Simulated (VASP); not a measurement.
Consider the following.

```yaml
crystal:
  lattice:
    - [0.00000, 2.95831, 2.95831]
    - [2.95831, 0.00000, 2.95831]
    - [2.95831, 2.95831, 0.00000]
  atoms:
    - { symbol: Ta, position: [0.00000, 0.00000, 0.00000] }
    - { symbol: Al, position: [0.25000, 0.25000, 0.25000] }
```

Level of theory: PBEsol GGA, VASP's PBE PAW potentials (set 64) (plane waves; VASP 6.6.1). Settings: 400 eV cut-off, Gaussian smearing of 0.050 eV, potentials Ta_pv Al.

Unless said otherwise, spin-orbit coupling is left out, though it shifts the bands of the heavy elements here.

Estimate the band gap (along the path) with the smallest direct gap where there is one.

The band gap (along the path) comes out as none (metal, semimetal or under 0.01 eV).

The structure was generated: TaAl was put into the zinc blende type (F-43m), which need not be its known phase. It was relaxed first, which changed the volume by -32 %.
